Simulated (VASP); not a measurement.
# MnHg (Pm-3m) in VASP: further runs

The runs below take MnHg through single point, with r2SCAN.

Everything below comes from runs of VASP 6.6.1. Logs are shortened: lines on timing, memory, paths and dates and some standing lists are left out, and cuts for length are marked.

## (1) Starting point

The structure is cubic, space group Pm-3m (No. 221). The conventional cell has a = 3.315 Å, b = 3.315 Å, c = 3.315 Å, α = 90.00°, β = 90.00°, γ = 90.00°. Hg (site symmetry m-3m) has 8 Mn at 2.87 Å as nearest neighbours. Mn (site symmetry m-3m) is surrounded by 8 Hg at 2.87 Å.

## (2) Single point, r2SCAN, collinear spin, ferromagnetic start

Contents of INCAR:

```
PREC = Accurate
ENCUT = 400
EDIFF = 1E-6
ISMEAR = 1
SIGMA = 0.4
LREAL = False
LASPH = True
NELM = 100
ALGO = Normal
ISIF = 2
LWAVE = False
LCHARG = False
ISPIN = 2
MAGMOM = 0 4
LORBIT = 11
LMAXMIX = 4
METAGGA = R2SCAN
LMIXTAU = True
NBANDS = 24
ADDGRID = False
```

Contents of KPOINTS:

```
regular mesh
0
Gamma
  7 7 7
```

Contents of POSCAR:

```
MnHg
1.0
    3.3150000000      0.0000000000      0.0000000000
    0.0000000000      3.3150000000      0.0000000000
    0.0000000000      0.0000000000      3.3150000000
Hg Mn
1 1
Direct
   -0.0058010000      0.0109980000     -0.0122330000
    0.5154140000      0.4990250000      0.4770600000
```

Potentials or basis: VASP PAW PBE potentials, release 64 (Hg, Mn_pv).

Run with:

```console
> cat potpaw_PBE.64/Hg/POTCAR potpaw_PBE.64/Mn_pv/POTCAR > POTCAR
> mpirun -np 1 vasp_std > vasp.out
```

OUTCAR:

```text
PREC = Accurate
   ENCUT = 400
   EDIFF = 1E-6
   ISMEAR = 1
   LREAL = False
   LASPH = True
   NELM = 100
   ISIF = 2
   ISPIN = 2
   LORBIT = 11
   METAGGA = R2SCAN

 Found    172 irreducible k-points:

 Following reciprocal coordinates:
            Coordinates               Weight
  0.000000  0.000000  0.000000      1.000000
  0.142857  0.000000  0.000000      2.000000
  0.000000  0.142857  0.000000      2.000000
  0.000000  0.000000  0.142857      2.000000
  0.285714  0.000000  0.000000      2.000000
  0.000000  0.285714  0.000000      2.000000
   k-points           NKPTS =    172   k-points in BZ     NKDIM =    172   number of bands    NBANDS=     24
   number of dos      NEDOS =    301   number of ions     NIONS =      2
   total plane-waves  NPLWV =  13824
   dimension x,y,z NGX =    24 NGY =   24 NGZ =   24
   dimension x,y,z NGXF=    48 NGYF=   48 NGZF=   48
   ions per type =               1   1
   NGX,Y,Z   is equivalent  to a cutoff of  12.04, 12.04, 12.04 a.u.
   NGXF,Y,Z  is equivalent  to a cutoff of  24.07, 24.07, 24.07 a.u.
 SYSTEM =  unknown system
   PREC   = accura    normal or accurate (medium, high low for compatibility)
   ISTART =      0    job   : 0-new  1-cont  2-samecut
   ICHARG =      2    charge: 1-file 2-atom 10-const
   ISPIN  =      2    spin polarized calculation?
   LNONCOLLINEAR =      F non collinear calculations
   LSORBIT =      F    spin-orbit coupling
   LASPH  =      T    aspherical Exc in radial PAW
   ENCUT  =  400.0 eV  29.40 Ry    5.42 a.u.   5.41  5.41  5.41*2*pi/ulx,y,z
   NELM   =    100;   NELMIN=  2; NELMDL= -5     # of ELM steps
   EDIFF  = 0.1E-05   stopping-criterion for ELM
   LREAL  =      F    real-space projection
   EDIFFG = 0.1E-04   stopping-criterion for IOM
   NSW    =      0    number of steps for IOM
   IBRION =     -1    ionic relax: 0-MD 1-quasi-New 2-CG
   NFREE  =      0    steps in history (QN), initial steepest desc. (CG)
   ISIF   =      2    stress and relaxation
   ISYM   =      2    0-nonsym 1-usesym 2-fastsym
   POTIM  = 0.5000    time-step for ionic-motion
   TEBEG  =    0.0;   TEEND  =   0.0 temperature during run
   PSTRESS=    0.0 pullay stress
   NELECT =      25.0000    total number of electrons
   NUPDOWN=      -1.0000    fix difference up-down
   EMIN   =  10.00;   EMAX   =-10.00  energy-range for DOS
   EFERMI =   0.00;   METHOD = LEGACY
   ISMEAR =     1;   SIGMA  =   0.40  broadening in eV -4-tet -1-fermi 0-gaus
   EFERMI_NEDOS =   21; number of points for ismear=-14 and -15
   IALGO  =     38    algorithm
   IMIX   =      4    mixing-type and parameters
     AMIX     =   0.40;   BMIX     =  1.00
     AMIX_MAG =   1.60;   BMIX_MAG =  1.00
  volume/ion in A,a.u.               =      18.21       122.92
  Fermi-wavevector in a.u.,A,eV,Ry     =   1.444014  2.728790 28.370534  2.085175
  Thomas-Fermi vector in A             =   2.562356
   LORBIT       =     11    0 simple, 1 ext, 2 COOP (PROOUT), +10 PAW based schemes
   METAGGA = R2SCAN    functional components
   LHFCALC =     F    Hartree Fock is set to
   AEXX    =    0.0000 exact exchange contribution
   IVDW    =     0    specifies the selected vdW correction
   LEPSILON=     F    determine dielectric tensor
   LRPA    =     F    only Hartree local field effects (RPA)
 spin polarized calculation
 Methfessel and Paxton  Order N= 1 SIGMA  =   0.40
  energy-cutoff  :      400.00
  volume of cell :       36.43
 maximum number of plane-waves:       691
 NGX is ok and might be reduce to    24
   NGX = 11   NGY = 11   NGZ = 11

 number of electron      24.9999988 magnetization       4.0878301

 Free energy of the ion-electron system (eV)
  ---------------------------------------------------
  ext. energy  EPLUGINS =         0.00000000
  ---------------------------------------------------
  free energy    TOTEN  =       -64.02510449 eV

  energy without entropy =      -64.03127975  energy(sigma->0) =      -64.02716291

 E-fermi :   5.6907     XC(G=0): -12.6423

 val. band max:        5.6483451908   @ k =   0.4286   0.2857   0.2857
 cond. band min:       5.6941342267   @ k =  -0.4286   0.4286   0.4286
 fundamental gap:      0.0457890359
 Fermi energy:         5.6906812613

 spin component 1

 k-point     1 :       0.0000    0.0000    0.0000
  band No.  band energies     occupation
      1     -47.3497      1.00000
      2     -47.3493      1.00000
      3     -47.3493      1.00000
      4      -4.5538      1.00000
      5      -3.1665      1.00000
      6      -3.1626      1.00000
[... 16 lines left out ...]
     23      23.3207      0.00000
     24      27.1381      0.00000

 k-point     2 :       0.1429    0.0000    0.0000
  band No.  band energies     occupation
      1     -47.3525      1.00000
      2     -47.3488      1.00000
      3     -47.3488      1.00000
      4      -4.2306      1.00000
      5      -3.1094      1.00000
      6      -3.0021      1.00000
[... 16 lines left out ...]
     23      23.0255      0.00000
     24      24.1347      0.00000

 k-point     3 :       0.0000    0.1429    0.0000
  band No.  band energies     occupation
      1     -47.3522      1.00000
      2     -47.3491      1.00000
      3     -47.3488      1.00000
      4      -4.2300      1.00000
      5      -3.1070      1.00000
      6      -3.0049      1.00000
[... 16 lines left out ...]
     23      23.0265      0.00000
     24      24.1208      0.00000

 k-point     4 :       0.0000    0.0000    0.1429
  band No.  band energies     occupation
      1     -47.3522      1.00000
      2     -47.3491      1.00000
      3     -47.3488      1.00000
      4      -4.2299      1.00000
      5      -3.1068      1.00000
      6      -3.0052      1.00000
[... 16 lines left out ...]
     23      23.0263      0.00000
     24      24.1196      0.00000

 k-point     5 :       0.2857    0.0000    0.0000
  band No.  band energies     occupation
      1     -47.3592      1.00000
      2     -47.3485      1.00000
      3     -47.3485      1.00000
      4      -3.4975      1.00000
      5      -2.9748      1.00000
      6      -2.3875      1.00000
[... 16 lines left out ...]
     23      20.8718      0.00000
     24      23.1350      0.00000

 k-point     6 :       0.0000    0.2857    0.0000
  band No.  band energies     occupation
      1     -47.3589      1.00000
      2     -47.3488      1.00000
      3     -47.3485      1.00000
      4      -3.4949      1.00000
      5      -2.9732      1.00000
      6      -2.3914      1.00000
[... 16 lines left out ...]
     23      20.9132      0.00000
     24      23.1431      0.00000

 [... further k-points ...]

 spin component 2

 k-point     1 :       0.0000    0.0000    0.0000
  band No.  band energies     occupation
      1     -41.6801      1.00000
      2     -41.6796      1.00000
      3     -41.6791      1.00000
      4      -4.5769      1.00000
      5      -3.1548      1.00000
      6      -3.1519      1.00000
[... 16 lines left out ...]
     23      23.3785      0.00000
     24      28.7468      0.00000

 k-point     2 :       0.1429    0.0000    0.0000
  band No.  band energies     occupation
      1     -41.6836      1.00000
      2     -41.6792      1.00000
      3     -41.6786      1.00000
      4      -4.2576      1.00000
      5      -3.1133      1.00000
      6      -2.9888      1.00000
[... 16 lines left out ...]
     23      23.3025      0.00000
     24      25.2890      0.00000

 k-point     3 :       0.0000    0.1429    0.0000
  band No.  band energies     occupation
      1     -41.6836      1.00000
      2     -41.6790      1.00000
      3     -41.6788      1.00000
      4      -4.2569      1.00000
      5      -3.1115      1.00000
      6      -2.9912      1.00000
[... 16 lines left out ...]
     23      23.3046      0.00000
     24      25.2736      0.00000

 k-point     4 :       0.0000    0.0000    0.1429
  band No.  band energies     occupation
      1     -41.6835      1.00000
      2     -41.6793      1.00000
      3     -41.6785      1.00000
      4      -4.2568      1.00000
      5      -3.1113      1.00000
      6      -2.9914      1.00000
[... 16 lines left out ...]
     23      23.3051      0.00000
     24      25.2722      0.00000

 k-point     5 :       0.2857    0.0000    0.0000
  band No.  band energies     occupation
      1     -41.6927      1.00000
      2     -41.6788      1.00000
      3     -41.6782      1.00000
      4      -3.5809      1.00000
      5      -3.0180      1.00000
      6      -2.3061      1.00000
[... 16 lines left out ...]
     23      21.8857      0.00000
     24      24.2142      0.00000

 k-point     6 :       0.0000    0.2857    0.0000
  band No.  band energies     occupation
      1     -41.6927      1.00000
      2     -41.6785      1.00000
      3     -41.6784      1.00000
      4      -3.5783      1.00000
      5      -3.0166      1.00000
      6      -2.3100      1.00000
[... 16 lines left out ...]
     23      21.9111      0.00000
     24      24.2248      0.00000

 [... further k-points ...]
[... 5 lines left out ...]
  --------------------------------------------------------------------------------------
  -------------------------------------------------------------------------------------
  Total        0.1055310      0.1468104      0.1498375     -0.0436003      0.0211114     -0.0431328
  in kB        4.6413042      6.4567904      6.5899247     -1.9175615      0.9284875     -1.8969992
  external PRESSURE =       5.8960064 kB  Pullay stress =       0.0000000 kB

 VOLUME and BASIS-vectors are now :
 -----------------------------------------------------------------------------
  energy-cutoff  :      400.00
  volume of cell :       36.43
      direct lattice vectors                 reciprocal lattice vectors
     3.315000000  0.000000000  0.000000000     0.301659125  0.000000000  0.000000000
     0.000000000  3.315000000  0.000000000     0.000000000  0.301659125  0.000000000
     0.000000000  0.000000000  3.315000000     0.000000000  0.000000000  0.301659125

 POSITION                                       TOTAL-FORCE (eV/Angst)
 -----------------------------------------------------------------------------------
      3.29577      0.03646      3.27445         0.231340     -0.139681     -0.127592
      1.70860      1.65427      1.58145        -0.231340      0.139681      0.127592
 -----------------------------------------------------------------------------------
    total drift:                                0.017945      0.004027      0.008798

  FREE ENERGIE OF THE ION-ELECTRON SYSTEM (eV)
  ---------------------------------------------------
  free  energy   TOTEN  =       -64.0251044936 eV

  energy  without entropy=      -64.0312797544  energy(sigma->0) =      -64.02716291

 total charge

# of ion       s       p       d       tot
------------------------------------------
    1        0.835   0.552   9.238  10.625
    2        0.269   6.181   4.928  11.379
--------------------------------------------------
tot          1.104   6.732  14.167  22.003

 magnetization (x)

# of ion       s       p       d       tot
------------------------------------------
    1       -0.046  -0.094   0.052  -0.088
    2        0.029   0.018   4.044   4.090
--------------------------------------------------
tot         -0.017  -0.077   4.096   4.002
```

Run time: 6.1 min. Hardware: 1 thread of Intel Xeon Platinum 8488C (Sapphire Rapids), shared host; peak memory 0.28 GiB.

These settings aren't checked as converged: the numbers below hold their error.

Results:

- Free energy: -64.0251 eV
- Pressure: 0.6 GPa
- Largest force: 0.299 eV/Å
- Band gap on the k mesh: none (metal or under the smearing width)
- Net moment: 4.09 μB per cell
- Site moments: Hg -0.09; Mn +4.09 μB
- Valence electrons inside the program's atomic spheres: Hg 10.62; Mn 11.38

Caveat: the PAW data sets were made with another functional, which shifts forces and pressure a little.

## (3) Single point, r2SCAN, collinear spin, ferromagnetic start

Changes to INCAR since step 2:

```diff
@@ -4,3 +4,3 @@
 ISMEAR = 1
-SIGMA = 0.4
+SIGMA = 0.2
 LREAL = False
```

KPOINTS is that of step 2.

Contents of POSCAR:

```
MnHg
1.0
    3.3150000000      0.0000000000      0.0000000000
    0.0000000000      3.3150000000      0.0000000000
    0.0000000000      0.0000000000      3.3150000000
Hg Mn
1 1
Direct
    0.0000000000      0.0000000000      0.0000000000
    0.5000000000      0.5000000000      0.5000000000
```

Potentials or basis: VASP PAW PBE potentials, release 64 (Hg, Mn_pv).

Run with:

```console
> cat potpaw_PBE.64/Hg/POTCAR potpaw_PBE.64/Mn_pv/POTCAR > POTCAR
> mpirun -np 1 vasp_std > vasp.out
```

Wall time 55 s (1 thread of Intel Xeon Platinum 8488C (Sapphire Rapids), shared host); peak memory 0.17 GiB.

These settings aren't checked as converged: the numbers below hold their error.

Results:

```yaml
Free_energy: -64.0366 eV
Pressure: 0.0 GPa
Band_gap_on_the_k_mesh: none (metal or under the smearing width)
Net_moment: 4.03 μB per cell
Site_moments: Hg -0.10; Mn +4.06 μB
Valence_electrons_inside_the_program's_atomic_spheres: Hg 10.62; Mn 11.38
```

Caveat: the PAW data sets were made with another functional, which shifts forces and pressure a little.

## (4) Single point, r2SCAN, collinear spin, ferromagnetic start

INCAR is that of step 3.

KPOINTS is that of step 3.

Contents of POSCAR:

```
MnHg
1.0
    3.3150000000      0.0000000000      0.0000000000
    0.0000000000      3.3150000000      0.0000000000
    0.0000000000      0.0000000000      3.3150000000
Hg Mn
1 1
Direct
   -0.0058010000      0.0109980000     -0.0122330000
    0.5154140000      0.4990250000      0.4770600000
```

Run with:

```console
> cat potpaw_PBE.64/Hg/POTCAR potpaw_PBE.64/Mn_pv/POTCAR > POTCAR
> mpirun -np 1 vasp_std > vasp.out
```

It took 6.3 min on 1 thread of Intel Xeon Platinum 8488C (Sapphire Rapids), shared host; peak memory 0.28 GiB.

These settings aren't checked as converged: the numbers below hold their error.

Results:

* Free energy: -64.0235 eV
* Pressure: 0.1 GPa
* Largest force: 0.295 eV/Å
* Band gap on the k mesh: none (metal or under the smearing width)
* Net moment: 4.03 μB per cell
* Site moments: Hg -0.10; Mn +4.06 μB
* Valence electrons inside the program's atomic spheres: Hg 10.62; Mn 11.38

Caveat: the PAW data sets were made with another functional, which shifts forces and pressure a little.

## (5) Single point, r2SCAN, collinear spin, ferromagnetic start

Changes to INCAR since step 4:

```diff
@@ -4,3 +4,3 @@
 ISMEAR = 1
-SIGMA = 0.2
+SIGMA = 0.1
 LREAL = False
```

KPOINTS is that of step 4.

Contents of POSCAR:

```
MnHg
1.0
    3.3150000000      0.0000000000      0.0000000000
    0.0000000000      3.3150000000      0.0000000000
    0.0000000000      0.0000000000      3.3150000000
Hg Mn
1 1
Direct
    0.0000000000      0.0000000000      0.0000000000
    0.5000000000      0.5000000000      0.5000000000
```

Run with:

```console
> cat potpaw_PBE.64/Hg/POTCAR potpaw_PBE.64/Mn_pv/POTCAR > POTCAR
> mpirun -np 1 vasp_std > vasp.out
```

Wall time 54 s (1 thread of Intel Xeon Platinum 8488C (Sapphire Rapids), shared host); peak memory 0.16 GiB.

These settings aren't checked as converged: the numbers below hold their error.

Results:

| Item | Value |
| --- | --- |
| Free energy | -64.0349 eV |
| Pressure | -0.6 GPa |
| Band gap on the k mesh | none (metal or under the smearing width) |
| Net moment | 3.95 μB per cell |
| Site moments | Hg -0.12; Mn +4.03 μB |
| Valence electrons inside the program's atomic spheres | Hg 10.62; Mn 11.38 |

Caveat: the PAW data sets were made with another functional, which shifts forces and pressure a little.

## (6) For comparison

An earlier run on the cell as given: functional PBE; potentials or basis VASP PAW PBE potentials, release 64 (Hg, Mn_pv); cutoff 520 eV; k mesh 8 × 8 × 8; occupations fermi-dirac, width 0.05 eV; collinear spin, ferromagnetic start; starting moments [0.0, 4.0] μB.

- Pressure: 1.0 GPa
- Band gap on the k mesh: none (metal or under the smearing width)
- Net moment: 3.91 μB per cell
- Site moments: Hg -0.06; Mn +3.83 μB
- Valence electrons inside the program's atomic spheres: Hg 10.59; Mn 11.40
